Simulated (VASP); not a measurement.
All values below come from PBEsol GGA, VASP's PBE PAW potentials (set 64) (plane waves; VASP).

A VASP calculation is set up with these files.

KPOINTS:
```
Automatic mesh
0
Gamma
6 6 1
0 0 0
```

### INCAR
```
SYSTEM = CaO(100) slab
PREC = Normal
ENCUT = 450
EDIFF = 1E-5
NELM = 100
ALGO = Normal
LREAL = .FALSE.
LASPH = .TRUE.
ISMEAR = 0
SIGMA = 0.05
GGA = PS
LWAVE = .TRUE.
LCHARG = .FALSE.
NELMIN = 4
LDIPOL = .TRUE.
IDIPOL = 3
DIPOL = 0.5 0.5 0.5
IBRION = 2
ISIF = 2
NSW = 50
EDIFFG = -0.03
```

**POSCAR**
```
CaO(100) slab
1
    3.3771848391    -0.0000000000    -0.0000000000
   -0.0000000000     3.3771848391     0.0000000000
    0.0000000000     0.0000000000    24.4462783369
O Ca
4 4
Direct
  0.0000000000   0.5000000000   0.3534730000
  0.0000000000   0.5000000000   0.5488420000
  0.5000000000   0.0000000000   0.4511580000
  0.5000000000   0.0000000000   0.6465270000
  0.5000000000   0.0000000000   0.3534730000
  0.0000000000   0.5000000000   0.4511580000
  0.5000000000   0.0000000000   0.5488420000
  0.0000000000   0.5000000000   0.6465270000
```

POTCAR, in this order: O Ca_sv (PBE.64 set). Program: vasp_std.

### Question
Predict the energy per atom (σ→0), band gap (on the k-mesh).

### Answer

The energy per atom (σ→0) comes out as -6.578 eV/atom and the band gap (on the k-mesh) is 3.01 eV.

File OSZICAR:
```
...
  10 F= -.52626905E+02 E0= -.52626905E+02  d E =-.181143E-02
       N       E                     dE             d eps       ncg     rms          rms(c)
DAV:   1    -0.526261624239E+02    0.74774E-03   -0.70828E-01   760   0.457E+00    0.120E-01
DAV:   2    -0.526272106906E+02   -0.10483E-02   -0.12765E-02   840   0.659E-01    0.571E-02
DAV:   3    -0.526271241152E+02    0.86575E-04   -0.39139E-04  1180   0.122E-01    0.334E-02
DAV:   4    -0.526270448552E+02    0.79260E-04   -0.22093E-04   816   0.141E-01    0.960E-03
DAV:   5    -0.526270481226E+02   -0.32675E-05   -0.81671E-05   804   0.465E-02
  11 F= -.52627048E+02 E0= -.52627048E+02  d E =-.142922E-03
```

The cell is a thin slab with vacuum, built from CaO (rock salt): (100) face.
